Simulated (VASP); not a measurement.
Consider the following.

```yaml
crystal:
  lattice:
    - [3.69908, 0.00000, 0.00000]
    - [-1.84954, 3.20350, 0.00000]
    - [0.00000, 0.00000, 5.70210]
  atoms:
    - { symbol: Ru, position: [0.33333, 0.66667, 0.99243] }
    - { symbol: Ru, position: [0.66667, 0.33333, 0.49243] }
    - { symbol: P, position: [0.33333, 0.66667, 0.38257] }
    - { symbol: P, position: [0.66667, 0.33333, 0.88257] }
```

Computed with LDA (Ceperley-Alder, Perdew-Zunger), VASP's LDA PAW potentials (set 64) (plane waves; VASP). Numerical set-up: 400 eV cut-off, Gaussian smearing of 0.050 eV, potentials Ru_pv P.

What does the run give for the band gap (along the path) with the smallest direct gap where there is one?

```yaml
band gap (along the path): none (metal, semimetal or under 0.01 eV)
```

Total energies compare only between runs with the same potentials, cut-off and functional.

The structure was generated: RuP was put into the wurtzite type (P6_3mc), which need not be its known phase. It was relaxed first, which changed the volume by -32 %.
